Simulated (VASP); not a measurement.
## H3C2: molecular dynamics

How do the atoms of H3C2 move at these temperatures? The start is a cell from a database of measured crystal structures.

Main program and level: VASP 6.6.1; LDA; plane waves and PAW (C, H).

## (1) Set-up

The structure is monoclinic, space group C2/m (No. 12). Conventional cell: a = 7.159 Å, b = 6.455 Å, c = 4.078 Å, α = 90.00°, β = 101.05°, γ = 90.00°. Nearest to C lie 3 H at 1.07 to 1.09 Å and 1 C at 1.47 Å. C has 2 C at 1.20 to 1.47 Å nearest. H has 1 C at 1.07 Å nearest. H has 1 C at 1.09 Å nearest. Farther neighbours are not listed.

## (2) Relax the host

The later steps need the crystal at this functional's own lattice; a raised cutoff keeps the stress reliable while the cell changes.

File INCAR:

```
SYSTEM = H3C2
PREC = Normal
ENCUT = 520
EDIFF = 1E-05
NELM = 120
ISMEAR = 0
SIGMA = 0.1
LREAL = Auto
ALGO = Fast
GGA = CA
NBANDS = 21
LORBIT = 11
LWAVE = .FALSE.
LCHARG = .FALSE.
KPAR = 4
LASPH = .TRUE.
IBRION = 2
NSW = 40
ISIF = 3
EDIFFG = -0.03
POTIM = 0.4
```

File POSCAR:

```
H3C2
1.0
    3.5794450000     -3.2276450000      0.0000000000
    3.5794450000      3.2276450000      0.0000000000
   -0.7818911305      0.0000000000      4.0025240002
C H
4 6
Direct
    0.7268000000      0.7268000000      0.7190000000
    0.2732000000      0.2732000000      0.2810000000
    0.9213000000      0.9213000000      0.9161000000
    0.0787000000      0.0787000000      0.0839000000
    0.4854000000      0.2170000000      0.2281000000
    0.7830000000      0.5146000000      0.7719000000
    0.5146000000      0.7830000000      0.7719000000
    0.2170000000      0.4854000000      0.2281000000
    0.7300000000      0.7300000000      0.4525000000
    0.2700000000      0.2700000000      0.5475000000
```

File KPOINTS:

```
Automatic mesh
0
Gamma
3 3 4
0 0 0
```

Potentials, in the order of the species: C and H (LDA family, release 64).

On the command line:

```sh
mpirun -np 4 vasp_std
```

What it wrote:

```text
[banner, memory and clock lines left out]
running    4 mpi-ranks, on    1 nodes
[...]
LDA part: xc-table for (Slater(with rela. corr.)+CA(PZ))
 , standard interpolation
 POSCAR, INCAR and KPOINTS ok, starting setup
[...]
entering main loop
       N       E                     dE             d eps       ncg     rms          rms(c)
DAV:   1     0.397825198408E+02    0.39783E+02   -0.95218E+03   588   0.877E+02
DAV:   2    -0.613011537366E+02   -0.10108E+03   -0.98723E+02   746   0.180E+02
DAV:   3    -0.676575419317E+02   -0.63564E+01   -0.63227E+01   763   0.433E+01
DAV:   4    -0.677368400101E+02   -0.79298E-01   -0.79260E-01   757   0.585E+00
[...]
RMM:  12    -0.600757963944E+02   -0.82068E-04   -0.67782E-04   594   0.166E-01    0.351E-02
RMM:  13    -0.600757753533E+02    0.21041E-04   -0.82964E-05   579   0.572E-02    0.227E-02
RMM:  14    -0.600757713021E+02    0.40511E-05   -0.79798E-05   588   0.445E-02
   1 F= -.60075771E+02 E0= -.60075771E+02  d E =-.600758E+02
[... from here on, the cycles between the ionic steps are left out ...]
   2 F= -.58956042E+02 E0= -.58956042E+02  d E =0.111973E+01
   4 F= -.59989483E+02 E0= -.59989483E+02  d E =0.156928E+00
   7 F= -.60183859E+02 E0= -.60183859E+02  d E =-.597055E-02
  10 F= -.60190943E+02 E0= -.60190943E+02  d E =-.259940E-02
  13 F= -.60204693E+02 E0= -.60204693E+02  d E =-.163501E-01
  16 F= -.60223401E+02 E0= -.60223401E+02  d E =-.187074E-01
  19 F= -.60235658E+02 E0= -.60235658E+02  d E =-.752950E-02
  22 F= -.60253983E+02 E0= -.60253983E+02  d E =-.183243E-01
  25 F= -.60264514E+02 E0= -.60264514E+02  d E =-.682818E-02
  28 F= -.60268579E+02 E0= -.60268579E+02  d E =-.140125E-02
  31 F= -.60271603E+02 E0= -.60271603E+02  d E =-.123945E-02
  34 F= -.60272199E+02 E0= -.60272199E+02  d E =-.290902E-03
  37 F= -.60273739E+02 E0= -.60273739E+02  d E =-.121277E-02
  39 F= -.60274890E+02 E0= -.60274890E+02  d E =-.335731E-03
  40 F= -.60274892E+02 E0= -.60274892E+02  d E =-.337294E-03
[...]
```

The job ended after 30 s (4 MPI ranks of Intel Xeon 6975P-C (Granite Rapids), shared host; peak memory 0.52 GiB).

The logs omit lines about the potential files and the build; timing stands in the text.

Parts of OUTCAR (step 2):

```text
 k-point     1 :       0.0000    0.0000    0.0000
  band No.  band energies     occupation
    ...
      7      -4.8044      2.00000
      8      -4.6861      2.00000
      9      -4.4574      2.00000
     10      -2.7254      2.00000
     11      -2.0494      2.00000
     12       4.1594      0.00000
     13       4.5565      0.00000
     14       5.9752      0.00000
     15       7.2536      0.00000
     16       8.8494      0.00000
    ...

  Total        0.0872905      0.1576046     -0.0839259      0.0000000      0.0000000      0.0211105
  in kB        1.7972079      3.2448903     -1.7279348      0.0000000      0.0000000      0.4346398
  external PRESSURE =       1.1047211 kB  Pullay stress =       0.0000000 kB

 POSITION                                       TOTAL-FORCE (eV/Angst)
 -----------------------------------------------------------------------------------
      4.54456      0.00000      2.80390         0.014482      0.000000      0.055912
      1.72098      0.00000      1.10346        -0.014482      0.000000     -0.055912
      5.75888      0.00000      3.57433        -0.075400      0.000000     -0.012340
      0.50666      0.00000      0.33303         0.075400      0.000000      0.012340
      2.34200     -0.89178      0.88194        -0.003787     -0.029280      0.033970
      3.92354     -0.89178      3.02542         0.003787     -0.029280     -0.033970
      3.92354      0.89178      3.02542         0.003787      0.029280     -0.033970
      2.34200      0.89178      0.88194        -0.003787      0.029280      0.033970
      4.77500      0.00000      1.72273        -0.059295      0.000000     -0.012751
      1.49053      0.00000      2.18463         0.059295      0.000000      0.012751
 -----------------------------------------------------------------------------------
    total drift:                                0.000000     -0.000000     -0.000000

  FREE ENERGIE OF THE ION-ELECTRON SYSTEM (eV)
  ---------------------------------------------------
  free  energy   TOTEN  =       -60.2748919708 eV

  energy  without entropy=      -60.2748919708  energy(sigma->0) =      -60.27489197

[... 19 further parts left out ...]
[key lines of the parts left out:]
E-fermi :  -0.3969
```

CONTCAR:

```
H3C2
   1.00000000000000
     3.4708461806518698   -2.9685364949805937    0.0725757246150070
     3.4708461806518698    2.9685364949805937    0.0725757246150070
    -0.6761567699130360    0.0000000000000000    3.7622055687272633
  C               H
     4     6
Direct
     0.7245473083290385    0.7245473083290385    0.7173266209223449
     0.2754526916709610    0.2754526916709610    0.2826733790776551
     0.9186954930607355    0.9186954930607355    0.9146179138550267
     0.0813045069392641    0.0813045069392641    0.0853820861449734
     0.5090721236200852    0.2086605843843082    0.2205745297616756
     0.7913394156156920    0.4909278763799150    0.7794254702383242
     0.4909278763799150    0.7913394156156920    0.7794254702383242
     0.2086605843843082    0.5090721236200852    0.2205745297616756
     0.7297326368782572    0.7297326368782572    0.4297496364923276
     0.2702673631217431    0.2702673631217431    0.5702503635076728
```

Step by step (22 of 40):

```csv
step,energy less that of the first step (eV),largest force (eV/Å),pressure (GPa),volume (Å³)
1,0.0000,1.8842,1.49,92.48
3,-0.0706,1.4392,-0.50,92.66
5,-0.1021,0.2288,-0.51,92.67
7,-0.1081,0.4161,-1.06,92.31
8,-0.1103,0.2546,-1.24,92.18
10,-0.1152,0.4037,-1.70,91.63
12,-0.1285,0.2689,-1.62,89.87
14,-0.1349,0.2737,-1.41,88.83
16,-0.1476,1.1611,0.96,82.43
18,-0.1570,0.3276,0.34,84.07
20,-0.1653,0.4413,0.94,82.33
21,-0.1774,0.2946,0.89,80.43
23,-0.1819,0.4306,0.96,78.41
25,-0.1887,0.5459,0.13,78.17
27,-0.1914,0.1380,0.09,78.09
29,-0.1946,0.1255,-0.36,78.02
31,-0.1958,0.0802,-0.08,77.88
33,-0.1961,0.1614,0.13,77.83
34,-0.1964,0.1169,0.18,77.81
36,-0.1971,0.1010,0.31,77.75
38,-0.1988,0.1935,0.05,77.81
40,-0.1991,0.0764,0.11,77.82
```

| cell as run | before | after | change |
| --- | --- | --- | --- |
| a (Å) | 4.820 | 4.568 | -5.2 % |
| b (Å) | 4.820 | 4.568 | -5.2 % |
| c (Å) | 4.078 | 3.822 | -6.3 % |
| α (°) | 98.19 | 96.82 | -1.4 % |
| β (°) | 98.19 | 96.82 | -1.4 % |
| γ (°) | 84.08 | 81.07 | -3.6 % |
| volume (Å³/atom) | 9.25 | 7.78 | -15.9 % |

The atoms that moved most (Å, as changes of fractional coordinates times the final cell):

```
atom      dx      dy      dz  length
  H8   0.058   0.095  -0.027   0.115
  H5   0.058  -0.095  -0.027   0.115
  H6  -0.058  -0.095   0.027   0.115
  H7  -0.058   0.095   0.027   0.115
 H10  -0.014   0.000   0.086   0.087
  H9   0.014   0.000  -0.086   0.087
  C3  -0.017   0.000  -0.006   0.018
  C4   0.017   0.000   0.006   0.018
```

Final coordinates:

```cif
data_structure
_symmetry_space_group_name_H-M 'P 1'
_symmetry_Int_Tables_number 1
_cell_length_a 4.5677
_cell_length_b 4.5677
_cell_length_c 3.8225
_cell_angle_alpha 96.821
_cell_angle_beta 96.821
_cell_angle_gamma 81.067
_cell_volume 77.82
loop_
_atom_site_label
_atom_site_type_symbol
_atom_site_fract_x
_atom_site_fract_y
_atom_site_fract_z
_atom_site_occupancy
C1 C 0.72455 0.72455 0.71733 1
C2 C 0.27545 0.27545 0.28267 1
C3 C 0.91870 0.91870 0.91462 1
C4 C 0.08130 0.08130 0.08538 1
H5 H 0.50907 0.20866 0.22057 1
H6 H 0.79134 0.49093 0.77943 1
H7 H 0.49093 0.79134 0.77943 1
H8 H 0.20866 0.50907 0.22057 1
H9 H 0.72973 0.72973 0.42975 1
H10 H 0.27027 0.27027 0.57025 1
```

The run used up its steps with a largest force of 0.08 eV/Å at its last finished step, so it is continued.

## (3) Going on with the relaxation

The relaxation goes on from where it stopped.

INCAR: that of step 2 with these lines changed.

```diff
@@ -16,3 +16,3 @@
 LASPH = .TRUE.
-IBRION = 2
+IBRION = 1
 NSW = 40
@@ -20,2 +20,2 @@
 EDIFFG = -0.03
-POTIM = 0.4
+POTIM = 0.3
```

File POSCAR:

```
H3C2
1.0
    3.4708461807     -2.9685364950      0.0725757246
    3.4708461807      2.9685364950      0.0725757246
   -0.6761567699      0.0000000000      3.7622055687
C H
4 6
Direct
    0.7245473083      0.7245473083      0.7173266209
    0.2754526917      0.2754526917      0.2826733791
    0.9186954931      0.9186954931      0.9146179139
    0.0813045069      0.0813045069      0.0853820861
    0.5090721236      0.2086605844      0.2205745298
    0.7913394156      0.4909278764      0.7794254702
    0.4909278764      0.7913394156      0.7794254702
    0.2086605844      0.5090721236      0.2205745298
    0.7297326369      0.7297326369      0.4297496365
    0.2702673631      0.2702673631      0.5702503635
```

KPOINTS is that of step 2.

On the command line:

```sh
mpirun -np 4 vasp_std
```

What it wrote:

```text
[... set-up lines as in an earlier step ...]
 entering main loop
       N       E                     dE             d eps       ncg     rms          rms(c)
DAV:   1     0.354440657796E+02    0.35444E+02   -0.96249E+03   588   0.895E+02
DAV:   2    -0.613171971433E+02   -0.96761E+02   -0.94538E+02   736   0.178E+02
DAV:   3    -0.669671031969E+02   -0.56499E+01   -0.56169E+01   766   0.408E+01
DAV:   4    -0.670288324220E+02   -0.61729E-01   -0.61682E-01   739   0.518E+00
DAV:   5    -0.670295253529E+02   -0.69293E-03   -0.69289E-03   761   0.520E-01    0.132E+01
RMM:   6    -0.611766653808E+02    0.58529E+01   -0.64842E+00   588   0.115E+01    0.648E+00
RMM:   7    -0.603308342252E+02    0.84583E+00   -0.34628E+00   588   0.923E+00    0.288E+00
RMM:   8    -0.602617069247E+02    0.69127E-01   -0.25681E-01   588   0.292E+00    0.641E-01
RMM:   9    -0.602541550273E+02    0.75519E-02   -0.52527E-02   588   0.135E+00    0.184E-01
RMM:  10    -0.602549286216E+02   -0.77359E-03   -0.12103E-02   588   0.629E-01    0.178E-01
RMM:  11    -0.602542267589E+02    0.70186E-03   -0.26667E-03   588   0.296E-01    0.269E-02
RMM:  12    -0.602542669156E+02   -0.40157E-04   -0.42804E-04   590   0.134E-01    0.281E-02
RMM:  13    -0.602542540104E+02    0.12905E-04   -0.79926E-05   566   0.530E-02    0.135E-02
RMM:  14    -0.602542559285E+02   -0.19180E-05   -0.32285E-05   489   0.309E-02
   1 F= -.60254256E+02 E0= -.60254256E+02  d E =-.602543E+02
 BRION: g(F)=  0.106E-02 g(S)=  0.144E-03
 bond charge predicted
       N       E                     dE             d eps       ncg     rms          rms(c)
DAV:   1    -0.602540630801E+02    0.19093E-03   -0.54407E-02   724   0.148E+00    0.885E-02
RMM:   2    -0.602539773875E+02    0.85693E-04   -0.93330E-04   588   0.190E-01    0.472E-02
RMM:   3    -0.602539397863E+02    0.37601E-04   -0.24218E-04   588   0.961E-02    0.109E-02
RMM:   4    -0.602539404528E+02   -0.66648E-06   -0.27116E-05   473   0.370E-02
   2 F= -.60253940E+02 E0= -.60253940E+02  d E =0.315476E-03
[...]
3 F= -.60254935E+02 E0= -.60254935E+02  d E =-.994431E-03
[...]
4 F= -.60255264E+02 E0= -.60255264E+02  d E =-.328751E-03
[...]
5 F= -.60255448E+02 E0= -.60255448E+02  d E =-.184326E-03
[...]
6 F= -.60255779E+02 E0= -.60255779E+02  d E =-.331053E-03
 BRION: g(F)=  0.863E-04 g(S)=  0.454E-04 retain N=  4 mean eig= 1.98
 eig:   4.485  0.250  0.250  2.936
 bond charge predicted
       N       E                     dE             d eps       ncg     rms          rms(c)
DAV:   1    -0.602559607015E+02   -0.17274E-03   -0.50054E-03   658   0.441E-01    0.204E-02
RMM:   2    -0.602559609111E+02   -0.20959E-06   -0.69611E-05   557   0.558E-02
   7 F= -.60255961E+02 E0= -.60255961E+02  d E =-.181897E-03
 BRION: g(F)=  0.557E-04 g(S)=  0.593E-04 retain N=  3 mean eig= 1.99
 eig:   2.599  0.537  2.837
 reached required accuracy - stopping structural energy minimisation
```

Run time: 5.4 s. Hardware: 4 MPI ranks; peak memory 0.55 GiB; 20 s of CPU time.

OUTCAR, selected parts (step 3):

```text
  LATTYP: Found a base centered monoclinic cell.
 ALAT       =     6.9432097609
 B/A-ratio  =     0.8550905409
 C/A-ratio  =     0.5505354800
 COS(beta)  =    -0.1562748782

The static configuration has the point symmetry C_2h.

 Found     14 irreducible k-points:

   ENCUT  =  520.0 eV  38.22 Ry    6.18 a.u.   8.49  8.49  7.11*2*pi/ulx,y,z

   NELECT =      22.0000    total number of electrons

 E-fermi :  -0.4108

 k-point     1 :       0.0000    0.0000    0.0000
  band No.  band energies     occupation
    ...
      7      -4.7717      2.00000
      8      -4.6621      2.00000
      9      -4.4855      2.00000
     10      -2.7294      2.00000
     11      -2.0396      2.00000
     12       4.1456      0.00000
     13       4.5598      0.00000
     14       5.9678      0.00000
     15       7.2293      0.00000
     16       8.8262      0.00000
    ...

 k-point     2 :       0.3333    0.0000    0.0000
  band No.  band energies     occupation
    ...
      7      -5.0513      2.00000
      8      -4.8077      2.00000
      9      -4.6954      2.00000
     10      -2.1195      2.00000
     11      -1.2527      2.00000
     12       4.0126      0.00000
     13       4.7130      0.00000
     14       5.6309      0.00000
     15       6.8902      0.00000
     16       8.3547      0.00000
    ...

  Total        0.0660536      0.0314072     -0.0674947      0.0000000      0.0000000     -0.0727026
  in kB        1.3581671      0.6457827     -1.3877976      0.0000000      0.0000000     -1.4948802
  external PRESSURE =       0.2053841 kB  Pullay stress =       0.0000000 kB

  energy-cutoff  :      520.00
  volume of cell :       77.92
      direct lattice vectors                 reciprocal lattice vectors
     3.475455967 -2.973289285  0.070453562     0.143340611 -0.168163926  0.025918034
     3.475455967  2.973289285  0.070453562     0.143340611  0.168163926  0.025918034
    -0.679233004  0.000000000  3.756522296    -0.005376705  0.000000000  0.265231479

 POSITION                                       TOTAL-FORCE (eV/Angst)
 -----------------------------------------------------------------------------------
      4.54738      0.00000      2.79942         0.002976      0.000000     -0.010344
      1.72430      0.00000      1.09801        -0.002976      0.000000      0.010344
      5.76259      0.00000      3.56741        -0.003281      0.000000     -0.004316
      0.50909      0.00000      0.33002         0.003281      0.000000      0.004316
      2.34393     -0.89490      0.88257         0.003284     -0.001066      0.002977
      3.92775     -0.89490      3.01486        -0.003284     -0.001066     -0.002977
      3.92775      0.89490      3.01486        -0.003284      0.001066     -0.002977
      2.34393      0.89490      0.88257         0.003284      0.001066      0.002977
      4.77247      0.00000      1.71656        -0.027440      0.000000     -0.004669
      1.49921      0.00000      2.18087         0.027440      0.000000      0.004669
 -----------------------------------------------------------------------------------
    total drift:                                0.000000     -0.000000     -0.000000

  FREE ENERGIE OF THE ION-ELECTRON SYSTEM (eV)
  ---------------------------------------------------
  free  energy   TOTEN  =       -60.2559609111 eV

  energy  without entropy=      -60.2559609111  energy(sigma->0) =      -60.25596091

 reached required accuracy - stopping structural energy minimisation

 total charge
# of ion       s       p       d       tot
------------------------------------------
    1        0.829   1.829   0.000   2.658
    2        0.829   1.829   0.000   2.658
    3        0.893   1.774   0.000   2.667
    4        0.893   1.774   0.000   2.667
    5        0.605   0.045   0.000   0.650
    6        0.605   0.045   0.000   0.650
    7        0.605   0.045   0.000   0.650
    8        0.605   0.045   0.000   0.650
    9        0.610   0.045   0.000   0.655
   10        0.610   0.045   0.000   0.655
--------------------------------------------------
tot          7.085   7.475   0.000  14.559

[... 3 parts as in an earlier step ...]

[... 7 further parts left out ...]
```

CONTCAR:

```
H3C2
   1.00000000000000
     3.4754559673981009   -2.9732892846349932    0.0704535617855263
     3.4754559673981009    2.9732892846349932    0.0704535617855263
    -0.6792330044980409    0.0000000000000000    3.7565222960108469
  C               H
     4     6
Direct
     0.7243792290128138    0.7243792290128138    0.7180432706031986
     0.2756207709871861    0.2756207709871861    0.2819567293968016
     0.9184732549409729    0.9184732549409729    0.9152056141806288
     0.0815267450590274    0.0815267450590274    0.0847943858193711
     0.5093440989798381    0.2083654065165789    0.2214830500344407
     0.7916345934834212    0.4906559010201618    0.7785169499655593
     0.4906559010201618    0.7916345934834212    0.7785169499655593
     0.2083654065165789    0.5093440989798381    0.2214830500344407
     0.7285788231361532    0.7285788231361532    0.4296267030296067
     0.2714211768638469    0.2714211768638469    0.5703732969703935
```

The gap is read on the k-mesh alone, so it is an upper bound where the band edges lie off the mesh. The run keeps the 4 symmetry operations of its start, so it cannot find a distortion of lower symmetry.

Step by step:

```
step  energy less that of the first step (eV)  largest force (eV/Å)  pressure (GPa)  volume (Å³)
   1                                   0.0000                0.0819            0.16        77.82
   2                                   0.0003                0.4507           -0.17        77.87
   3                                  -0.0007                0.0788            0.09        77.86
   4                                  -0.0010                0.0412            0.03        77.88
   5                                  -0.0012                0.0385            0.05        77.88
   6                                  -0.0015                0.0303            0.01        77.91
   7                                  -0.0017                0.0278            0.02        77.92
```

| cell as run | before | after | change |
| --- | --- | --- | --- |
| a (Å) | 4.568 | 4.574 | +0.1 % |
| b (Å) | 4.568 | 4.574 | +0.1 % |
| c (Å) | 3.822 | 3.817 | -0.1 % |
| α (°) | 96.82 | 96.89 | +0.1 % |
| β (°) | 96.82 | 96.89 | +0.1 % |
| γ (°) | 81.07 | 81.08 | +0.0 % |
| volume (Å³/atom) | 7.78 | 7.79 | +0.1 % |

The relaxed structure:

```xyz
10
Lattice="3.4755 -2.9733 0.0705 3.4755 2.9733 0.0705 -0.6792 0.0000 3.7565" Properties=species:S:1:pos:R:3 pbc="T T T"
C     4.5474    0.0000    2.7994
C     1.7243    0.0000    1.0980
C     5.7626    0.0000    3.5674
C     0.5091    0.0000    0.3300
H     2.3439   -0.8949    0.8826
H     3.9277   -0.8949    3.0149
H     3.9277    0.8949    3.0149
H     2.3439    0.8949    0.8826
H     4.7725    0.0000    1.7166
H     1.4992    0.0000    2.1809
```

A gap read on the k-mesh alone can miss the band edges.

This step gave:

```yaml
electronic_cycles: 32
electrons: 22
free_energy_toten: -60.2560 eV
fermi_energy: -0.4108 eV
labelled_metallic_from_the_levels_on_this_mesh: no
gap_on_the_k_mesh: 4.630 eV
least_direct_gap_on_the_k_mesh: 4.659 eV
```

The run ended after 7 ionic steps, 0.002 eV below its first step, once forces and stress met EDIFFG = -0.03.

(Continued in part 2 of 4.)

[Lines on the potential files, build, host, timing and source positions are cut from VASP's logs without a mark.]

[Logs are printed without paths, hosts, clocks, repeated set-up lines and the standing remarks that a program may print on its own settings, such as how far it seeks lower states.]

[Hosts, paths, dates, database ids (printed as entryN), source tags and the programs' standing remarks are cut or masked in the printed files.]

[Runs that stopped without an error message from VASP are left out.]
